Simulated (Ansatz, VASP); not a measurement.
# Cross-check of Si2W between VASP and Ansatz, part 2 of 2

One calculation is typed for both programs; each brings its own data sets. How far apart do they land? The cell is taken from a series of runs on this material, whose earlier steps may have relaxed, scaled, displaced or heated it; both programs get it as it stands.

VASP 6.6.1 and Ansatz 0.2.0.

So far: Set-up; VASP: zone-centre phonons, LDA.

## Step 3: Ansatz: zone-centre phonons, LDA

Level of this step: Ansatz beside VASP: Kohn-Sham DFT, plane waves, LDA (Ansatz).

Ansatz runs on its PAW soft_1 files.

The same cell, functional (in two slightly different forms), mesh and smearing now go to Ansatz, which takes its cutoff from its data sets.

input.yaml

```yaml
crystal:
  lattice:
    - [-1.5579879595, 1.5579879595, 3.8184757606]
    - [1.5579879595, -1.5579879595, 3.8184757606]
    - [1.5579879595, 1.5579879595, -3.8184757606]
  atoms:
    - { symbol: Si, position: [0.3337258996, 0.3337258996, 0.0] }
    - { symbol: Si, position: [0.6662741004, 0.6662741004, 0.0] }
    - { symbol: W, position: [0.0, 0.0, 0.0] }
kpoints:
  mp_grid: { grid: [20, 20, 20] }
hamiltonian:
  xc: lda
  pseudopotentials: { kind: paw, azcp: { folder: soft_1 }, xc_functional: pbe }
scf:
  occupations: { method: methfessel_paxton, width: 0.2 }
output:
  eigenvalues: true
phonons:
  method: dfpt
```

Command:

```
ansatz run input.yaml --threads 4 --pin off --max-ram 10240MiB --backend cpu --events-out ev --progress --plain --runs-dir out
```

Numbers of over 12 decimals in the logs are rounded to 6 here.

Output:

```text
zone centre: on kpoints.mp_grid the ground state, and the responses unless they are solved on pairs of k-points, stand on 1166 of the mesh's 8000 k-points, reduced under 4 symmetry operations, with k and −k counted as one. Each operation leaves every solved displacement unchanged or reverses it
Engine: ansatz 0.2.0, aarch64-unknown-linux-gnu
Pseudopotentials: kind: paw
Pseudopotential: Si, paw, valence charge 4, recommended cutoff 420 eV (normal), soft_1/Si.paw.azcp
Pseudopotential: W, paw, valence charge 14, recommended cutoff 420 eV (normal), soft_1/W.paw.azcp
Functional definition: SPW92
  exchange = slater_x
  correlation = pw_c
Crystal: 3 atoms, lattice volume = 37.075 Å³
Basis set: ecut = 420 eV, 761 PW (Γ), exchange–correlation on 60×60×60 points (8 copies of the dense FFT grid, shifted against one another)
Bands: 15, of which v1, the nominal top of the filled ones, is band 11 counted from 1 (10 counted from 0)
Symmetry: 16 space group operations
k-points: 1166 of 8000 (irreducible under 4 space group operations, time reversal used)
Non-local potential: Si, projectors of the file, l = 0: 2, l = 1: 2, l = 2: 1
Non-local potential: W, projectors of the file, l = 0: 3, l = 1: 2, l = 2: 2, l = 3: 1
PAW form: soft (Blöchl's): semilocal exchange-correlation on the pseudo side does not see the compensation charge
PAW frozen core: Si, regenerated for the run's functional, and the local potential with it (the file was generated under x = pbe(κ = 0.804, μ = 0.219515), c = pbe(β = 0.066725))
PAW frozen core: W, regenerated for the run's functional, and the local potential with it (the file was generated under x = pbe(κ = 0.804, μ = 0.219515), c = pbe(β = 0.066725))
PAW one-centre angular grid: Si, 110 points (default); XC on 64 Gauss nodes
PAW one-centre angular grid: W, 590 points (default); XC on 64 Gauss nodes
Initial density: superposition of atomic densities (chi_scale 0.1, normalization cell, long waves kept (reshape's long-wave potential 0.00 eV rms))
Initial wavefunctions: pseudopotential atomic-orbital guess
Functional: x = slater, c = lda
SCF iter   1: F=—  HF=-11349.443274 eV  |F-HF|=—  |Δ(HF+E_count)|=         —  Δρ=4.73e-2  dr2=7.14e-1  ethr=3.10e-3  ⟨swp⟩=5.5  Hψ=104613  notcnv=0
preconditioner: auto → Kerker (q_TF=auto, 2.501 Å⁻¹)  [metal: Δε(μ)=0.039 eV  Ē_g=8.823 eV  σ=0.200 eV  W_gap=0.16  n_scr=10 (ndim 8)  ℏωp=22.8 eV  f_vac=0.000  D(μ)=0.21/eV (n_scr^D=0)]
SCF iter   2: F=—  HF=-11349.253232 eV  |F-HF|=—  |Δ(HF+E_count)|=   1.90e-1  S|Δr|=    0.00e0  Δρ=2.61e-2  dr2=1.81e-1  ethr=3.10e-3  ⟨swp⟩=2.0  Hψ=30664  notcnv=0
SCF iter   3: F=—  HF=-11349.186633 eV  |F-HF|=—  |Δ(HF+E_count)|=   6.66e-2  S|Δr|=    0.00e0  Δρ=5.39e-3  dr2=8.38e-3  ethr=8.22e-4  ⟨swp⟩=2.8  Hψ=31628  notcnv=0
SCF iter   4: F=—  HF=-11349.183640 eV  |F-HF|=—  |Δ(HF+E_count)|=   2.99e-3  S|Δr|=    0.00e0  Δρ=4.75e-4  dr2=4.82e-5  ethr=3.81e-5  ⟨swp⟩=2.7  Hψ=25850  notcnv=0
SCF iter   5: F=—  HF=-11349.183626 eV  |F-HF|=—  |Δ(HF+E_count)|=   1.40e-5  S|Δr|=    0.00e0  Δρ=6.14e-5  dr2=1.28e-6  ethr=2.19e-7  ⟨swp⟩=2.6  Hψ=28862  notcnv=0
SCF iter   6: F=—  HF=-11349.183627 eV  |F-HF|=—  |Δ(HF+E_count)|=   7.68e-7  S|Δr|=    0.00e0  Δρ=1.11e-5  dr2=5.40e-8  ethr=5.81e-9  ⟨swp⟩=2.7  Hψ=27305  notcnv=0
SCF iter   7: F=—  HF=-11349.183627 eV  |F-HF|=—  |Δ(HF+E_count)|=   1.41e-8  S|Δr|=    0.00e0  Δρ=1.57e-6  dr2=1.13e-9  ethr=2.45e-10  ⟨swp⟩=2.5  Hψ=27308  notcnv=0
SCF iter   8: F=—  HF=-11349.183627 eV  |F-HF|=—  |Δ(HF+E_count)|=  3.17e-10  S|Δr|=    0.00e0  Δρ=1.93e-7  dr2=1.25e-11  ethr=5.16e-12  ⟨swp⟩=2.3  Hψ=24646  notcnv=0
SCF iter   9: F=-11349.183627 eV  HF=-11349.183627 eV  |F-HF|=5.46e-12  |Δ(HF+E_count)|=  1.27e-11  S|Δr|=    0.00e0  Δρ=1.95e-8  dr2=8.77e-14  ethr=1.00e-12  ⟨swp⟩=5.5  Hψ=76653  notcnv=0
the search or the solves at the SCF's close seem to have found levels that the self-consistency loop had missed (the run counts 2). By its estimate they hold under 1e-12 electrons; where the run keeps them, the occupations were computed again with them
SCF 1 converged in 9 iterations: F = -11349.183627 eV  dr2 = 8.77e-14
  greatest PAW one-centre occupation: 0.999 electrons in one spin orbital (limit 2), on the W atom at site 2 (counted from 0), in its partial waves of l = 0
DFPT response loops at Γ: preconditioner auto → Kerker (q_TF=auto, 2.501 Å⁻¹) (partly filled bands, converged f_vac=0.000); β = 1.00, the filter's whole step (`scf.mixing.beta` (0.50) is not read by the response loops under this deck's `scf.mixing.preconditioner`; to damp them name `kerker` or `kerker_dos`, under which they read `scf.mixing.beta`, and type it under 1.00, their step now; both keys bind the ground state too); Broyden in place of MSR1
SCF converged after 9 iterations
Stability not checked: this state was not tested for a lower state beside it, because cold or Methfessel-Paxton smearing, or corrected tetrahedra, fill the levels in a way that the test cannot read (fill_not_monotonic; see scf.lower_state_search)
Free energy (F): -11349.183627 eV
Harris-Foulkes:  -11349.183627 eV  (|F-HF|=5.46e-12)
Internal energy: -11349.183984 eV  (E = F + TS)
E sigma→0 (E₀):  -11349.183716 eV
Entropy (-TS):   0.000357 eV (0.119 meV/atom)
Fermi energy:    18.077267 eV
--- Per-component energies (eV) ---
  E_band       = -53.625179
  E_kinetic    = 522.944456
  E_local      = -834.348597  (includes V_loc(G=0)·N_el)
  E_nonlocal   = 27.358483
  E_hartree    = 370.635748
  E_xc         = -386.337404
  E_vxc        = -338.577089  (∫ρ·V_xc dr)
  E_paw        = -9295.241711  (= ΣΔE_a)
  E_vpaw       = -172.274141  (= ΣTr[D̂ρ^β])
  E_aug_tail   = 0.000213  (compensation charges beyond the density's cutoff)
  E_ewald      = -1754.647082
  E_core_change = 0.451911  (= ΣΔE_core)
  E_smearing   = 0.000357  (= −TS)
  E_closure    = 0.000000  (closes the sum)
  Σ components = -11349.183627   (vs F -11349.183627, Δ=0.00e0)
--- Band table (eV; the first three rows and the last of 1166) ---
  k-point 0: bands = [... 7 lower, 14.4129, 15.0076, 15.0076, 18.8124, 20.7596, 21.3914, 21.5474, 21.5474]
  k-point 1: bands = [... 7 lower, 14.3423, 14.7627, 15.4405, 18.3530, 21.0678, 21.2523, 21.6131, 21.6559]
  k-point 2: bands = [... 7 lower, 14.1676, 14.4335, 15.9872, 17.3172, 21.0344, 21.7749, 21.7920, 21.8797]
  k-point 1165: bands = [... 7 lower, 15.2188, 17.3083, 17.3083, 17.5108, 17.5108, 19.0195, 22.8211, 23.9077]
--- Phonons (Γ-DFPT): 4 representative perturbations + reference, on 1166 of 8000 k-points (Σ response iterations 12) ---
  k mesh reduced under 4 symmetry operations, with k and −k counted as one. Each operation leaves every solved displacement unchanged or reverses it
  ASR residual: 9.213e-6 → 0.000e0 eV/Å²; symmetrization residual: 5.933e-7 eV/Å²
  ASR residual per site (eV/Å²): 7.45e-6 7.45e-6 9.21e-6
  Γ frequencies (cm⁻¹): 0.00 0.00 0.00 298.47 298.47 347.11 383.24 383.24 488.02
  non-analytic LO–TO correction: not included (Born effective charges unavailable; polar crystals: no LO–TO splitting at Γ)
```

The column dr2 measures how far the density is from self-consistency, as an energy; F and HF (Harris–Foulkes) agree once it is small.

## Step 4: Comparison

Known differences besides the potentials themselves: the data sets hold 22 valence electrons in Ansatz (on its PAW soft_1 files) and 14 in VASP; the cutoff is 420 eV in Ansatz and 600 eV in VASP; VASP's log shows a relativistic correction to its local exchange, Ansatz's none. Total energies have different zeros and are not compared.

The two programs side by side:

| quantity | Ansatz | VASP | difference |
| --- | --- | --- | --- |
| optical mode 1 to 2 (cm⁻¹) | 298.5 | 301.4 | -0.97 % |
| optical mode 3 (cm⁻¹) | 347.1 | 350.1 | -0.86 % |
| optical mode 4 to 5 (cm⁻¹) | 383.2 | 385.6 | -0.61 % |
| optical mode 6 (cm⁻¹) | 488.0 | 490.8 | -0.57 % |

Modes are paired by rising frequency, not by their patterns, so a pair may set unlike modes beside each other; they are those without the splitting of longitudinal modes.

## Step 5: Outcome

```json
{
 "r.m.s. difference of the optical zone-centre modes, each program's sorted by frequency (zone-centre phonons, LDA)": "2.7 cm⁻¹",
 "difference in optical mode 1 to 2 (zone-centre phonons, LDA)": "-1.0 %"
}
```

In words: The r.m.s. difference of the optical zone-centre modes, each program's sorted by frequency is 2.7 cm⁻¹ (zone-centre phonons, LDA). The data sets hold unlike numbers of valence electrons (22 in Ansatz and 14 in VASP), so part of the differences comes from the potentials. Among the rows given in per cent, the largest difference of the zone-centre phonons, LDA pair is in optical mode 1 to 2, -1.0 %. How closely two codes agree says nothing of how well the functional describes the real material.

[Lines on the potential files, build, host, timing and source positions are cut from VASP's logs without a mark.]

[Logs are printed without paths, hosts, clocks, repeated set-up lines and the standing remarks that a program may print on its own settings, such as how far it seeks lower states.]

[Hosts, paths, dates, database ids (printed as entryN), source tags and the programs' standing remarks are cut or masked in the printed files.]
